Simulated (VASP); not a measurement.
Calculation: PBE GGA with D3 dispersion (zero damping), VASP's PBE PAW potentials (set 64) (plane waves; VASP).

A VASP calculation is set up with these files.

**INCAR**
```
# general
SYSTEM   =  SnO
PREC     =  Accurate
ENCUT    =  520
LREAL    =  .False.
LASPH    =  .True.

# electronic loop
EDIFF    =  1E-7
NELM     =  100
ALGO     =  Normal
LMAXMIX  =  4

# smearing
ISMEAR   =  0
SIGMA    =  0.05

# functional
GGA      =  PE
IVDW     =  11

# ions
IBRION   =  2
NSW      =  30
ISIF     =  4
EDIFFG   =  -0.01

# output
LWAVE    =  .False.
LCHARG   =  .False.
```

**POSCAR**
```
SnO
1
    3.7677943274     0.0000000000     0.0000000000
    0.0000000000     3.7677943274     0.0000000000
    0.0000000000     0.0000000000     4.7493532070
Sn O
2 2
Direct
  0.5000000000   0.0000000000   0.7599397207
  0.0000000000   0.5000000000   0.2400602793
  0.5000000000   0.5000000000   0.0000000000
  1.0000000000   0.0000000000   0.0000000000
```

### KPOINTS
```
Automatic mesh
0
Gamma
6 6 5
0 0 0
```

POTCAR, in this order: Sn_d O (PBE.64 set). Program: vasp_std.

Problem. What will the output report for the number of irreducible k-points (NKPTS), largest plane-wave count, number of space-group operations, FFT grid (NGX, NGY, NGZ)?

Solution. 
- number of irreducible k-points (NKPTS): 30
- largest plane-wave count: 1836
- number of space-group operations: 16
- FFT grid (NGX, NGY, NGZ): 28 × 28 × 36

The compound is SnO in the litharge structure. This cell is one point of a volume scan, at 0.94 of the reference volume. Symmetry was kept, so distortions that lower it aren't found.
